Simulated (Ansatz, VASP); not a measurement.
## PtS2 in two plane-wave programs

Aim: how closely do two programs agree when they are given the same cell, functional and k mesh? The cell is taken from a series of runs on this material, whose earlier steps may have relaxed, scaled, displaced or heated it; both programs get it as it stands.

Method: plane waves, with VASP 6.6.1 beside it; zone-centre phonons at PBEsol with D3(BJ), in Ansatz 0.2.0.

## (1) Set-up

It takes space group P-3m1 (No. 164, trigonal). The conventional cell has a = 3.555 Å, b = 3.555 Å, c = 4.349 Å, α = 90.00°, β = 90.00°, γ = 120.00°. Nearest to S lie 3 Pt at 2.37 Å. Nearest to Pt lie 6 S at 2.37 Å. Farther neighbours and most contacts between anions are not listed.

## (2) VASP: zone-centre phonons, PBEsol with D3(BJ)

Second derivatives magnify differences that forces hide, and they need a tight electronic threshold.

Lines of VASP's logs that name or quote its potential files are left out, and so is its time.

INCAR reads:

```
SYSTEM = PtS2
PREC = Accurate
ENCUT = 500
EDIFF = 1E-08
NELM = 120
ISMEAR = 1
SIGMA = 0.2
LREAL = .FALSE.
ALGO = Normal
GGA = PS
IVDW = 12
NBANDS = 17
LASPH = .TRUE.
LORBIT = 11
LWAVE = .FALSE.
LCHARG = .FALSE.
ISIF = 2
IBRION = 6
NFREE = 2
POTIM = 0.015
NSW = 1
GGA_COMPAT = .FALSE.
KPAR = 2
```

POSCAR reads:

```
PtS2
1.0
    3.5554165389      0.0000000000      0.0000000000
   -1.7777082695      3.0790810437      0.0000000000
    0.0000000000      0.0000000000      4.3492917248
S Pt
2 1
Direct
    0.3333333333      0.6666666667      0.2731364881
    0.6666666667      0.3333333333      0.7268635119
    0.0000000000      0.0000000000      0.0000000000
```

KPOINTS reads:

```
Automatic mesh
0
Gamma
15 15 12
0 0 0
```

Potentials, in the order of the species: S and Pt (PBE family, release 64).

On the command line:

```bash
$ mpirun -np 2 vasp_std
```

Numbers of over 12 decimals in the logs are rounded to 6 here.

Log:

```text
[banner, memory and clock lines left out]
running    2 mpi-ranks, on    1 nodes
 distrk:  each k-point on    1 cores,    2 groups
 distr:  one band on    1 cores,    1 groups

 POSCAR found type information on POSCAR S Pt
 POSCAR found :  2 types and       3 ions
|                                                                             |
|               ----> ADVICE to this user running VASP <----                  |
|                                                                             |
|     You enforced a specific xc type in the INCAR file but a different       |
|     [... a line on the potential file left out ...]
|     I HOPE YOU KNOW WHAT YOU ARE DOING!                                     |
|                                                                             |

 LDA part: xc-table for (Slater+PW92), standard interpolation
 POSCAR, INCAR and KPOINTS ok, starting setup
 FFT: planning ... GRIDC
 FFT: planning ... GRID_SOFT
 FFT: planning ... GRID
 WAVECAR not read
 entering main loop
       N       E                     dE             d eps       ncg     rms          rms(c)
DAV:   1     0.106679000875E+03    0.10668E+03   -0.10467E+04  9808   0.114E+03
DAV:   2    -0.135694260415E+02   -0.12025E+03   -0.11670E+03 12045   0.229E+02
DAV:   3    -0.181361894918E+02   -0.45668E+01   -0.45281E+01 12048   0.460E+01
DAV:   4    -0.181783576207E+02   -0.42168E-01   -0.42144E-01 12839   0.488E+00
DAV:   5    -0.181788695005E+02   -0.51188E-03   -0.51183E-03 12457   0.522E-01    0.198E+01
DAV:   6    -0.171895481538E+02    0.98932E+00   -0.66753E+00  9884   0.244E+01    0.131E+01
DAV:   7    -0.169634400542E+02    0.22611E+00   -0.11952E+00  9845   0.112E+01    0.606E+00
DAV:   8    -0.169355165900E+02    0.27923E-01   -0.68332E-02 11091   0.199E+00    0.129E+00
DAV:   9    -0.169321607778E+02    0.33558E-02   -0.84952E-03 11740   0.905E-01    0.239E-01
DAV:  10    -0.169321970860E+02   -0.36308E-04   -0.11377E-03 11517   0.234E-01    0.879E-02
DAV:  11    -0.169322097955E+02   -0.12709E-04   -0.42986E-05 12988   0.611E-02    0.340E-02
DAV:  12    -0.169322087217E+02    0.10738E-05   -0.89580E-06 11223   0.295E-02    0.753E-03
DAV:  13    -0.169322090544E+02   -0.33267E-06   -0.80331E-07 12373   0.665E-03    0.329E-03
DAV:  14    -0.169322090764E+02   -0.22073E-07   -0.50964E-08 11877   0.162E-03    0.141E-03
DAV:  15    -0.169322090534E+02    0.23040E-07   -0.12843E-08  7914   0.927E-04    0.251E-04
DAV:  16    -0.169322090429E+02    0.10491E-07   -0.26184E-09  5372   0.349E-04    0.104E-04
DAV:  17    -0.169322090409E+02    0.20004E-08   -0.24602E-10  5257   0.123E-04
   1 F= -.18188794E+02 E0= -.18189365E+02  d E =0.171255E-02
[... from here on, the cycles between the ionic steps are left out ...]
   2 F= -.18187680E+02 E0= -.18188251E+02  d E =0.171320E-02
   3 F= -.18187680E+02 E0= -.18188251E+02  d E =0.171321E-02
   4 F= -.18186947E+02 E0= -.18187532E+02  d E =0.175591E-02
   5 F= -.18187910E+02 E0= -.18188465E+02  d E =0.166493E-02
   6 F= -.18186734E+02 E0= -.18187308E+02  d E =0.172040E-02
   7 F= -.18186734E+02 E0= -.18187308E+02  d E =0.172040E-02
   8 F= -.18186650E+02 E0= -.18187221E+02  d E =0.171297E-02
 Finite differences progress:
  Degree of freedom:   4/  4
  Displacement:        1/  2
  Total:               7/  8
 bond charge predicted
       N       E                     dE             d eps       ncg     rms          rms(c)
DAV:   1    -0.169248431438E+02    0.52215E-02   -0.47959E+00  9667   0.115E+01    0.555E-01
DAV:   2    -0.169310304790E+02   -0.61873E-02   -0.65616E-02 11631   0.184E+00    0.237E-01
DAV:   3    -0.169303026358E+02    0.72784E-03   -0.16915E-03 12261   0.267E-01    0.138E-01
DAV:   4    -0.169300665379E+02    0.23610E-03   -0.10671E-03 10966   0.174E-01    0.371E-02
DAV:   5    -0.169300671574E+02   -0.61948E-06   -0.30746E-05 11770   0.390E-02    0.142E-02
DAV:   6    -0.169300647464E+02    0.24110E-05   -0.83809E-06 11484   0.196E-02    0.614E-03
DAV:   7    -0.169300647469E+02   -0.51000E-09   -0.24046E-06 12168   0.955E-03    0.339E-03
DAV:   8    -0.169300646818E+02    0.65043E-07   -0.52033E-07 10516   0.417E-03    0.708E-04
DAV:   9    -0.169300646817E+02    0.10255E-09   -0.13413E-08  8159   0.841E-04
   9 F= -.18186650E+02 E0= -.18187221E+02  d E =0.171297E-02
 Finite differences progress:
  Degree of freedom:   4/  4
  Displacement:        2/  2
  Total:               8/  8
```

Parts of OUTCAR (step 2):

```text
ion  position               nearest neighbor table
   1  0.333  0.667  0.273-   3 2.37   3 2.37   3 2.37
   2  0.667  0.333  0.727-   3 2.37   3 2.37   3 2.37
   3  0.000  0.000  0.000-   1 2.37   2 2.37   2 2.37   1 2.37   2 2.37   1 2.37

  LATTYP: Found a hexagonal cell.
 ALAT       =     3.5554165389
 C/A-ratio  =     1.2232861262

 Subroutine GETGRP returns: Found 12 space group operations
 (whereof 12 operations were pure point group operations)

The static configuration has the point symmetry D_3d.

 Found    284 irreducible k-points:

   k-points           NKPTS =    284   k-points in BZ     NKDIM =    284   number of bands    NBANDS=     17

   dimension x,y,z NGX =    28 NGY =   28 NGZ =   32
   dimension x,y,z NGXF=    56 NGYF=   56 NGZF=   64

   ENCUT  =  500.0 eV  36.75 Ry    6.06 a.u.   6.48  6.48  7.93*2*pi/ulx,y,z

   NELECT =      22.0000    total number of electrons

 k-points in reciprocal lattice and weights: Automatic mesh
   0.00000000  0.00000000  0.00000000       0.000
   0.06666667 -0.00000000  0.00000000       0.002
   0.13333333 -0.00000000  0.00000000       0.002
   0.20000000  0.00000000  0.00000000       0.002
   0.26666667 -0.00000000  0.00000000       0.002
   0.33333333  0.00000000  0.00000000       0.002
   0.40000000  0.00000000  0.00000000       0.002
   0.46666667 -0.00000000  0.00000000       0.002
   0.06666667  0.06666667  0.00000000       0.002
[...]
0.33333333  0.26666667  0.50000000       0.004
   0.33333333  0.33333333  0.50000000       0.001

 Edisp (eV)   -1.25659

 average (electrostatic) potential at core
       1 -83.7341       2 -83.7717       3 -66.2694

 E-fermi :   9.0848

 k-point     1 :       0.0000    0.0000    0.0000
  band No.  band energies     occupation
    ...
      6       4.7066      2.00000
      7       4.7066      2.00000
      8       6.5680      2.00000
      9       7.4642      2.00000
     10       7.4642      2.00000
     11       9.5319     -0.00695
     12       9.8751     -0.00000
     13       9.8751     -0.00000
     14      12.0225     -0.00000
     15      14.3674      0.00000
    ...

 k-point     2 :       0.0667   -0.0000    0.0000
  band No.  band energies     occupation
    ...
      7       4.6597      2.00000
      8       6.3889      2.00000
      9       7.3535      2.00000
     10       7.3989      2.00000
     11       8.9920      1.69937
     12       9.9524     -0.00000
     13      10.3085     -0.00000
     14      12.3575     -0.00000
     15      14.5998      0.00000
     16      16.1325      0.00000
    ...

 k-point     3 :       0.1333   -0.0000    0.0000
  band No.  band energies     occupation
    ...
      7       4.5397      2.00000
      8       5.9171      2.00000
      9       7.1414      2.00000
     10       7.2046      2.00000
     11       8.3821      2.00001
     12      10.1784     -0.00000
     13      10.6613     -0.00000
     14      13.1298      0.00000
     15      15.1021      0.00000
     16      15.9889      0.00000
    ...

 Edisp (eV)   -1.25659

  Total       0.14771     0.14771     0.21427    -0.00000     0.00000     0.00000
  in kB       4.97028     4.97028     7.20995    -0.00000     0.00000     0.00000
  external pressure =        5.72 kB  Pullay stress =        0.00 kB

  energy-cutoff  :      500.00
  volume of cell :       47.61
      direct lattice vectors                 reciprocal lattice vectors
     3.555416539  0.000000000  0.000000000     0.281260997  0.162386112  0.000000000
    -1.777708269  3.079081044  0.000000000     0.000000000  0.324772225  0.000000000
     0.000000000  0.000000000  4.349291725     0.000000000  0.000000000  0.229922494

 POSITION                                       TOTAL-FORCE (eV/Angst)
 -----------------------------------------------------------------------------------
     -0.00000      2.05272      1.18795        -0.000000      0.000000     -0.173515
      1.77771      1.02636      3.16134         0.000000      0.000000     -0.112360
      0.00000      0.00000     -0.01500        -0.000000     -0.000000      0.285874
 -----------------------------------------------------------------------------------
    total drift:                                0.000000     -0.000000     -0.000018

  FREE ENERGIE OF THE ION-ELECTRON SYSTEM (eV)
  ---------------------------------------------------
  free  energy   TOTEN  =       -18.1866500838 eV

  energy  without entropy=      -18.1883630530  energy(sigma->0) =      -18.18722107

 Eigenvectors and eigenvalues of the dynamical matrix
 ----------------------------------------------------

   1 f  =   10.597669 THz    66.587117 2PiTHz  353.500180 cm-1    43.828417 meV
             X         Y         Z           dx          dy          dz
     -0.000000  2.052721  1.187950    -0.000000    0.000000   -0.707107
      1.777708  1.026360  3.161341    -0.000000    0.000000    0.707107
      0.000000  0.000000  0.000000     0.000000   -0.000000   -0.000000

   2 f  =    9.825020 THz    61.732423 2PiTHz  327.727400 cm-1    40.633001 meV
             X         Y         Z           dx          dy          dz
     -0.000000  2.052721  1.187950     0.000000   -0.000000   -0.613452
      1.777708  1.026360  3.161341     0.000000   -0.000000   -0.613452
      0.000000  0.000000  0.000000     0.000000    0.000000    0.497345

   3 f  =    9.630711 THz    60.511539 2PiTHz  321.245924 cm-1    39.829400 meV
             X         Y         Z           dx          dy          dz
     -0.000000  2.052721  1.187950    -0.515767    0.332014   -0.000000
      1.777708  1.026360  3.161341    -0.515767    0.332014   -0.000000
      0.000000  0.000000  0.000000     0.418318   -0.269283    0.000000

   4 f  =    9.630711 THz    60.511539 2PiTHz  321.245924 cm-1    39.829400 meV
             X         Y         Z           dx          dy          dz
     -0.000000  2.052721  1.187950    -0.332014   -0.515767    0.000000
      1.777708  1.026360  3.161341    -0.332014   -0.515767    0.000000
      0.000000  0.000000  0.000000     0.269283    0.418318   -0.000000

   5 f  =    9.008355 THz    56.601165 2PiTHz  300.486387 cm-1    37.255547 meV
             X         Y         Z           dx          dy          dz
     -0.000000  2.052721  1.187950    -0.594570    0.382735    0.000000
      1.777708  1.026360  3.161341     0.594570   -0.382735   -0.000000
      0.000000  0.000000  0.000000    -0.000000    0.000000    0.000000

   6 f  =    9.008355 THz    56.601165 2PiTHz  300.486387 cm-1    37.255547 meV
             X         Y         Z           dx          dy          dz
     -0.000000  2.052721  1.187950     0.382735    0.594570    0.000000
      1.777708  1.026360  3.161341    -0.382735   -0.594570   -0.000000
      0.000000  0.000000  0.000000     0.000000    0.000000    0.000000

   7 f/i=    0.000675 THz     0.004240 2PiTHz    0.022508 cm-1     0.002791 meV
             X         Y         Z           dx          dy          dz
     -0.000000  2.052721  1.187950     0.000000   -0.000000    0.351676
      1.777708  1.026360  3.161341     0.000000   -0.000000    0.351676
      0.000000  0.000000  0.000000     0.000000   -0.000000    0.867553

   8 f/i=    0.001025 THz     0.006439 2PiTHz    0.034186 cm-1     0.004238 meV
             X         Y         Z           dx          dy          dz
     -0.000000  2.052721  1.187950     0.348124   -0.050608   -0.000000
      1.777708  1.026360  3.161341     0.348124   -0.050608   -0.000000
      0.000000  0.000000  0.000000     0.858442   -0.124794   -0.000000

   9 f/i=    0.001025 THz     0.006439 2PiTHz    0.034186 cm-1     0.004238 meV
             X         Y         Z           dx          dy          dz
     -0.000000  2.052721  1.187950    -0.050608   -0.348124   -0.000000
      1.777708  1.026360  3.161341    -0.050608   -0.348124   -0.000000
      0.000000  0.000000  0.000000    -0.124794   -0.858442   -0.000000

 ELASTIC MODULI CONTR FROM IONIC RELAXATION (kBar)
 Direction    XX          YY          ZZ          XY          YZ          ZX
 --------------------------------------------------------------------------------
 XX        -760.5149   -456.3295   -631.1484      0.0000    282.8675     -0.0000
 YY        -456.3295   -760.5149   -631.1484      0.0000   -282.8675      0.0000
 ZZ        -631.1484   -631.1484   -654.7236      0.0000     -0.0000      0.0000
 XY           0.0000      0.0000      0.0000   -152.0927      0.0000    282.8688
 YZ         282.8675   -282.8675     -0.0000      0.0000   -526.0871      0.0000
 ZX          -0.0000      0.0000      0.0000    282.8688      0.0000   -526.0920
 --------------------------------------------------------------------------------

 total charge
# of ion       s       p       d       tot
------------------------------------------
    1        1.363   2.243   0.000   3.606
    2        1.363   2.243   0.000   3.606
    3        0.710   0.810   8.031   9.551
--------------------------------------------------
tot          3.436   5.297   8.031  16.763

[... 3 further parts left out ...]
```

Levels, forces or a CONTCAR printed for this step are those of its last displaced cell, not of the structure at rest.

(Part 1 of 2 ends here.)

[Lines on the potential files, build, host, timing and source positions are cut from VASP's logs without a mark.]

[Logs are printed without paths, hosts, clocks, repeated set-up lines and the standing remarks that a program may print on its own settings, such as how far it seeks lower states.]

[Hosts, paths, dates, database ids (printed as entryN), source tags and the programs' standing remarks are cut or masked in the printed files.]
